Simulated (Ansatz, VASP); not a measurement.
# ZnS (Wurtzite-2H) in two plane-wave programs

Aim: how closely do two programs agree when they are given the same cell, functional and k mesh? The cell is taken from a series of runs on this material, whose earlier steps may have relaxed, scaled, displaced or heated it; both programs get it as it stands.

Method: plane waves, with VASP 6.6.1 beside it; zone-centre phonons at PBE, in Ansatz 0.2.0.

### Step 1. The starting structure

Symmetry: P6_3mc, No. 186, hexagonal system. Conventional cell: a = 3.845 Å, b = 3.845 Å, c = 6.306 Å, α = 90.00°, β = 90.00°, γ = 120.00°. Nearest to Zn lie 4 S at 2.36 Å. Nearest to S lie 4 Zn at 2.36 Å. Farther neighbours and most contacts between anions are not listed.

Structure file:

```
Zn S
1.0
     3.84520    0.00000    0.00000
    -1.92260    3.33004    0.00000
     0.00000    0.00000    6.30551
Zn S
2 2
Direct
  0.33333 0.66667 0.00023
  0.66667 0.33333 0.50023
  0.33333 0.66667 0.37477
  0.66667 0.33333 0.87477
```

### Step 2. VASP: zone-centre phonons, PBE, pair 1

Second derivatives magnify differences that forces hide, and they need a tight electronic threshold.

Lines of VASP's logs that name or quote its potential files are left out, and so is its time.

File INCAR:

```
SYSTEM = ZnS
PREC = Accurate
ENCUT = 500
EDIFF = 1E-08
NELM = 120
ISMEAR = 0
SIGMA = 0.01
LREAL = .FALSE.
ALGO = Normal
GGA = PE
NBANDS = 24
LORBIT = 11
LWAVE = .FALSE.
LCHARG = .FALSE.
ISIF = 2
IBRION = 8
LEPSILON = .TRUE.
LASPH = .TRUE.
GGA_COMPAT = .FALSE.
EFERMI = MIDGAP
KPAR = 2
```

File POSCAR:

```
ZnS
1.0
    3.8452035411      0.0000000000      0.0000000000
   -1.9226017706      3.3300439493      0.0000000000
    0.0000000000      0.0000000000      6.3055068481
Zn S
2 2
Direct
    0.3333333333      0.6666666667      0.0002342773
    0.6666666667      0.3333333333      0.5002342773
    0.3333333333      0.6666666667      0.3747657227
    0.6666666667      0.3333333333      0.8747657227
```

File KPOINTS:

```
Automatic mesh
0
Gamma
9 9 4
0 0 0
```

The projector-augmented-wave data sets are Zn and S (PBE family, release 64).

Run with:

```console
$ mpirun -np 2 vasp_std
```

Numbers of over 12 decimals in the logs are rounded to 6 here.

Output:

```text
[banner, memory and clock lines left out]
running    2 mpi-ranks, on    1 nodes
 distrk:  each k-point on    1 cores,    2 groups
 distr:  one band on    1 cores,    1 groups

 POSCAR found type information on POSCAR ZnS
 POSCAR found :  2 types and       4 ions
 LDA part: xc-table for (Slater+PW92), standard interpolation
 POSCAR, INCAR and KPOINTS ok, starting setup
 FFT: planning ... GRIDC
 FFT: planning ... GRID_SOFT
 FFT: planning ... GRID
 WAVECAR not read
 entering main loop
       N       E                     dE             d eps       ncg     rms          rms(c)
DAV:   1     0.233591608150E+03    0.23359E+03   -0.16897E+04  1728   0.174E+03
DAV:   2     0.684703607685E+01   -0.22674E+03   -0.21918E+03  1816   0.357E+02
DAV:   3    -0.141217468213E+02   -0.20969E+02   -0.20850E+02  2160   0.110E+02
DAV:   4    -0.145401336218E+02   -0.41839E+00   -0.41813E+00  2032   0.162E+01
DAV:   5    -0.145479081036E+02   -0.77745E-02   -0.77737E-02  2184   0.208E+00    0.936E+00
DAV:   6    -0.136896662482E+02    0.85824E+00   -0.18433E+00  2664   0.394E+01    0.729E+00
DAV:   7    -0.137025014070E+02   -0.12835E-01   -0.15205E+00  2024   0.703E+00    0.334E+00
DAV:   8    -0.136921793025E+02    0.10322E-01   -0.67479E-02  2304   0.320E+00    0.101E+00
DAV:   9    -0.136928515684E+02   -0.67227E-03   -0.12925E-02  2400   0.197E+00    0.244E-01
DAV:  10    -0.136930101107E+02   -0.15854E-03   -0.10364E-03  2096   0.378E-01    0.121E-01
DAV:  11    -0.136932535058E+02   -0.24340E-03   -0.45801E-04  1984   0.131E-01    0.964E-02
DAV:  12    -0.136932488755E+02    0.46302E-05   -0.14354E-05  2112   0.250E-02    0.834E-03
DAV:  13    -0.136932519179E+02   -0.30423E-05   -0.41308E-06  1992   0.136E-02    0.351E-03
DAV:  14    -0.136932520365E+02   -0.11867E-06   -0.27868E-07  2120   0.374E-03    0.131E-03
DAV:  15    -0.136932520786E+02   -0.42038E-07   -0.28370E-08  1760   0.122E-03    0.947E-04
DAV:  16    -0.136932520837E+02   -0.51386E-08   -0.35525E-09  1504   0.647E-04
   1 F= -.13693252E+02 E0= -.13693252E+02  d E =0.000000E+00
 Linear response reoptimize wavefunctions to high precision
DAV:   1    -0.136932520848E+02   -0.11155E-08   -0.10829E-09  1440   0.334E-04
DAV:   2    -0.136932520848E+02   -0.33197E-10   -0.18507E-10  1152   0.105E-04
 Linear response G [H, r] |phi>, progress :
  Direction:   1
       N       E                     dE             d eps       ncg     rms
RMM:   1    -0.832898483620E+02   -0.83290E+02    0.42375E+02  3258   0.898E+01
RMM:   2    -0.906778725641E+02   -0.73880E+01   -0.26007E+01  2851   0.329E+01
RMM:   3    -0.911898691827E+02   -0.51200E+00   -0.16811E+00  3074   0.831E+00
RMM:   4    -0.912065812075E+02   -0.16712E-01   -0.80743E-02  3145   0.170E+00
RMM:   5    -0.912071992531E+02   -0.61805E-03   -0.84594E-03  3166   0.435E-01
RMM:   6    -0.912073492750E+02   -0.15002E-03   -0.11202E-03  3225   0.124E-01
RMM:   7    -0.912073737719E+02   -0.24497E-04   -0.19896E-04  3266   0.397E-02
RMM:   8    -0.912073781712E+02   -0.43993E-05   -0.35324E-05  3297   0.134E-02
RMM:   9    -0.912073786611E+02   -0.48987E-06   -0.85670E-05  3342   0.526E-03
RMM:  10    -0.912073788128E+02   -0.15168E-06   -0.14143E-06  2887   0.259E-03
RMM:  11    -0.912073789780E+02   -0.16520E-06   -0.99685E-05  2484   0.157E-03
RMM:  12    -0.912073787687E+02    0.20930E-06   -0.50061E-05  2281   0.122E-03
RMM:  13    -0.912073787079E+02    0.60788E-07   -0.13906E-04  2206   0.105E-03
RMM:  14    -0.912073787362E+02   -0.28283E-07   -0.61808E-05  2171   0.101E-03
RMM:  15    -0.912073788433E+02   -0.10710E-06   -0.17362E-04  2128   0.966E-04
RMM:  16    -0.912073787564E+02    0.86910E-07   -0.53425E-05  2092   0.974E-04
 Linear response G [H, r] |phi>, progress :
  Direction:   2
       N       E                     dE             d eps       ncg     rms
RMM:   1    -0.967709120230E+02   -0.96771E+02    0.25883E+02  3313   0.869E+01
RMM:   2    -0.101546720361E+03   -0.47758E+01   -0.19662E+01  2832   0.310E+01
RMM:   3    -0.102044528368E+03   -0.49781E+00   -0.12140E+00  3076   0.733E+00
RMM:   4    -0.102064405153E+03   -0.19877E-01   -0.54825E-02  3107   0.154E+00
RMM:   5    -0.102065370503E+03   -0.96535E-03   -0.69296E-03  3143   0.413E-01
RMM:   6    -0.102065517116E+03   -0.14661E-03   -0.99167E-04  3196   0.123E-01
RMM:   7    -0.102065527191E+03   -0.10075E-04   -0.23972E-04  3244   0.404E-02
RMM:   8    -0.102065529383E+03   -0.21924E-05   -0.67341E-05  3289   0.147E-02
RMM:   9    -0.102065527678E+03    0.17049E-05   -0.66372E-05  3296   0.584E-03
RMM:  10    -0.102065527247E+03    0.43146E-06   -0.24490E-06  2886   0.283E-03
RMM:  11    -0.102065527313E+03   -0.66511E-07   -0.48293E-05  2458   0.162E-03
RMM:  12    -0.102065527462E+03   -0.14882E-06   -0.34557E-05  2232   0.117E-03
RMM:  13    -0.102065527585E+03   -0.12232E-06   -0.27535E-05  2142   0.103E-03
RMM:  14    -0.102065527164E+03    0.42030E-06   -0.18377E-05  2079   0.959E-04
[...]
RMM:  10    -0.117062143748E+01   -0.14490E-04   -0.84942E-09  8110   0.276E-03    0.452E-04
RMM:  11    -0.117063458024E+01   -0.13143E-04    0.12557E-06  8406   0.894E-04    0.130E-04
RMM:  12    -0.117063280059E+01    0.17796E-05    0.23999E-08  7585   0.380E-04    0.455E-05
RMM:  13    -0.117063295697E+01   -0.15637E-06   -0.52391E-08  5966   0.134E-04    0.116E-05
[...]
RMM:  14    -0.120041096493E+01    0.45267E-06   -0.36687E-08  1526   0.639E-05    0.442E-06
 change of polarisation eV/A/(eV/A) component  3 :    -0.175    -0.161     2.220
 dielectric tensor                  component  3 :    -0.392    -0.362     5.975
 Linear response DOF=           4
 Linear response progress:
  Degree of freedom:   1/  4
       N       E                     dE             d eps       ncg     rms          rms(c)
RMM:   1    -0.212175914004E+00   -0.21218E+00   -0.13003E-02 11712   0.179E+00
RMM:   2    -0.209975775006E+00    0.22001E-02   -0.35521E-03 12292   0.388E-01    0.117E-01
RMM:   3    -0.209713746580E+00    0.26203E-03   -0.98316E-05 14090   0.629E-02    0.689E-02
RMM:   4    -0.209332330406E+00    0.38142E-03   -0.15853E-05 13932   0.264E-02    0.371E-03
RMM:   5    -0.209314560713E+00    0.17770E-04   -0.25105E-06 14382   0.418E-03    0.178E-03
RMM:   6    -0.209308117964E+00    0.64427E-05   -0.10084E-06 14147   0.259E-03    0.426E-04
RMM:   7    -0.209308541225E+00   -0.42326E-06   -0.65692E-07 14553   0.553E-04    0.201E-04
RMM:   8    -0.209307842801E+00    0.69842E-06   -0.54995E-07 14139   0.435E-04    0.383E-05
RMM:   9    -0.209307691137E+00    0.15166E-06   -0.29625E-07 14593   0.887E-05    0.262E-05
RMM:  10    -0.209307680262E+00    0.10875E-07   -0.38304E-08 14005   0.545E-05    0.503E-06
RMM:  11    -0.209307694675E+00   -0.14413E-07   -0.49715E-08 14603   0.181E-05    0.280E-06
RMM:  12    -0.209307713301E+00   -0.18627E-07   -0.11191E-08 13331   0.124E-05    0.820E-07
RMM:  13    -0.209307715715E+00   -0.24134E-08   -0.57004E-09 10920   0.848E-06    0.287E-07
 first order change of Fermi-energy  -0.14793E+00
 force on displaced ion       1 direction 1 :  -5.342   0.000   0.000
 Born effective charge ion    1 direction 1 :   1.979  -0.000   0.000
 Linear response progress:
  Degree of freedom:   2/  4
       N       E                     dE             d eps       ncg     rms          rms(c)
RMM:   1    -0.217913376843E+00   -0.21791E+00   -0.95307E-03  3101   0.181E+00
RMM:   2    -0.215558363759E+00    0.23550E-02   -0.34664E-03  3268   0.403E-01    0.137E-01
RMM:   3    -0.215182479803E+00    0.37588E-03   -0.22606E-04  3643   0.775E-02    0.741E-02
RMM:   4    -0.214764316212E+00    0.41816E-03   -0.59853E-05  3654   0.426E-02    0.191E-02
RMM:   5    -0.214653701299E+00    0.11061E-03   -0.98858E-06  3733   0.193E-02    0.733E-03
RMM:   6    -0.214657538601E+00   -0.38373E-05    0.69196E-07  3546   0.543E-03    0.447E-03
RMM:   7    -0.214664328966E+00   -0.67904E-05    0.37959E-07  3519   0.305E-03    0.423E-04
RMM:   8    -0.214665044288E+00   -0.71532E-06   -0.21813E-07  3660   0.732E-04    0.192E-04
RMM:   9    -0.214665247575E+00   -0.20329E-06   -0.22493E-07  3744   0.310E-04    0.484E-05
RMM:  10    -0.214665249271E+00   -0.16959E-08    0.94319E-08  3833   0.121E-04    0.350E-05
 first order change of Fermi-energy   0.68633E-01
 force on displaced ion       1 direction 3 :   0.000  -0.000  -7.113
 Born effective charge ion    1 direction 3 :   0.000   0.000   2.083
 Linear response progress:
  Degree of freedom:   3/  4
       N       E                     dE             d eps       ncg     rms          rms(c)
RMM:   1    -0.108320192119E+00   -0.10832E+00    0.46660E-02 19732   0.188E+00
RMM:   2    -0.105393071906E+00    0.29271E-02   -0.64242E-03 12146   0.594E-01    0.159E-01
RMM:   3    -0.105826451287E+00   -0.43338E-03   -0.44974E-04 13638   0.137E-01    0.760E-02
RMM:   4    -0.106253564150E+00   -0.42711E-03   -0.77396E-05 13484   0.470E-02    0.195E-02
RMM:   5    -0.106342119559E+00   -0.88555E-04   -0.83722E-06 14079   0.143E-02    0.961E-03
RMM:   6    -0.106320737857E+00    0.21382E-04   -0.14769E-06 14012   0.454E-03    0.395E-03
RMM:   7    -0.106331955542E+00   -0.11218E-04    0.93720E-08 13295   0.187E-03    0.520E-04
RMM:   8    -0.106329446956E+00    0.25086E-05   -0.12360E-07 14086   0.592E-04    0.102E-04
RMM:   9    -0.106328310104E+00    0.11369E-05   -0.27135E-08 13721   0.238E-04    0.669E-05
RMM:  10    -0.106328670001E+00   -0.35990E-06    0.55448E-09 14089   0.834E-05    0.161E-05
RMM:  11    -0.106328929675E+00   -0.25967E-06    0.24998E-09 13731   0.441E-05    0.773E-06
RMM:  12    -0.106328886638E+00    0.43038E-07    0.28789E-09 14428   0.222E-05    0.146E-06
RMM:  13    -0.106328890724E+00   -0.40866E-08    0.16114E-08 12204   0.135E-05    0.148E-06
 first order change of Fermi-energy  -0.80992E-01
 force on displaced ion       3 direction 1 :  -6.061   0.000   0.000
 Born effective charge ion    3 direction 1 :  -1.984  -0.000  -0.000
 Linear response progress:
  Degree of freedom:   4/  4
       N       E                     dE             d eps       ncg     rms          rms(c)
RMM:   1    -0.126670379082E+00   -0.12667E+00    0.58924E-02  5318   0.189E+00
RMM:   2    -0.123123809964E+00    0.35466E-02   -0.60700E-03  3141   0.654E-01    0.177E-01
RMM:   3    -0.123433734808E+00   -0.30992E-03   -0.70695E-04  3594   0.162E-01    0.853E-02
RMM:   4    -0.123694182565E+00   -0.26045E-03   -0.92970E-05  3308   0.571E-02    0.291E-02
RMM:   5    -0.123745067782E+00   -0.50885E-04   -0.12207E-05  3616   0.206E-02    0.879E-03
RMM:   6    -0.123734918385E+00    0.10149E-04    0.12316E-06  3705   0.451E-03    0.492E-03
RMM:   7    -0.123738864859E+00   -0.39465E-05    0.28845E-07  3670   0.167E-03    0.101E-03
RMM:   8    -0.123739653175E+00   -0.78832E-06    0.37311E-07  3364   0.841E-04    0.224E-04
RMM:   9    -0.123739836610E+00   -0.18343E-06    0.18727E-07  3663   0.266E-04    0.763E-05
RMM:  10    -0.123739935608E+00   -0.98998E-07    0.28086E-07  3795   0.846E-05    0.387E-05
RMM:  11    -0.123739898498E+00    0.37110E-07    0.32100E-07  3716   0.346E-05    0.124E-05
RMM:  12    -0.123739893948E+00    0.45503E-08    0.25797E-07  3544   0.269E-05    0.438E-06
RMM:  13    -0.123739910523E+00   -0.16576E-07    0.23715E-07  3606   0.120E-05    0.137E-06
RMM:  14    -0.123739921996E+00   -0.11472E-07    0.28423E-07  3200   0.937E-06    0.531E-07
RMM:  15    -0.123739921369E+00    0.62624E-09    0.27594E-07  2406   0.754E-06    0.210E-07
RMM:  16    -0.123739920721E+00    0.64873E-09    0.29200E-07  2366   0.747E-06    0.115E-07
RMM:  17    -0.123739921223E+00   -0.50280E-09    0.27777E-07  1951   0.730E-06    0.257E-08
 first order change of Fermi-energy  -0.68724E-01
 force on displaced ion       3 direction 3 :   0.000  -0.000  -8.651
 Born effective charge ion    3 direction 3 :  -0.000  -0.000  -2.088
 Born effective charges drift removed
 Linear response finished
```

(Part 1 of 3 ends here.)

[Lines on the potential files, build, host, timing and source positions are cut from VASP's logs without a mark.]

[Logs are printed without paths, hosts, clocks, repeated set-up lines and the standing remarks that a program may print on its own settings, such as how far it seeks lower states.]

[Hosts, paths, dates, database ids (printed as entryN), source tags and the programs' standing remarks are cut or masked in the printed files.]
